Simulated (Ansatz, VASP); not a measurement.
Two plane-wave programs on SeS4

```xyz
5
Lattice="4.6706 0.0000 0.0000 0.0000 4.6706 0.0000 0.0000 0.0000 4.6706" Properties=species:S:1:pos:R:3 pbc="T T T"
Se    0.0000    0.0000    0.0000
S     1.4474    3.2231    3.2231
S     3.2231    1.4474    3.2231
S     3.2231    3.2231    1.4474
S     1.4474    1.4474    1.4474
```

Change from the starting cell: species swapped into the SnI4 type (P-43m, No. 215).

Alike in both runs: functional PBE; k mesh 4 × 4 × 4; occupations gaussian, width 0.1 eV; no spin polarisation.

Ansatz relaxed the structure, and its values are those at the end. VASP's run is a single point on that final structure, the one shown.

|  | VASP | Ansatz |
| --- | --- | --- |
| version | VASP 6.6.1 | Ansatz 0.2.0 |
| potentials or method | VASP PAW PBE potentials, release 64 (Se, S) | scalar-relativistic, plane waves, PAW |
| plane-wave cutoff (eV) | 520 | 420 |
| valence electrons in the cell | 30 | 40 |

VASP gave:

```
gap on the k mesh at the Fermi level (eV) : none
pressure (GPa)                            : -0.2
rms of the force components (eV/Å)        : 0.011
```

Problem. Estimate Ansatz's values.

Solution. gap on the k mesh at the Fermi level (eV): none; pressure (GPa): -0.1; rms of the force components (eV/Å): 0.003.

A gap of «none» marks a metal or a gap that the smearing closes. The functional is the same, so the differences come from potentials, cutoffs and numerics. The two sets of potentials don't hold the same shells in valence.
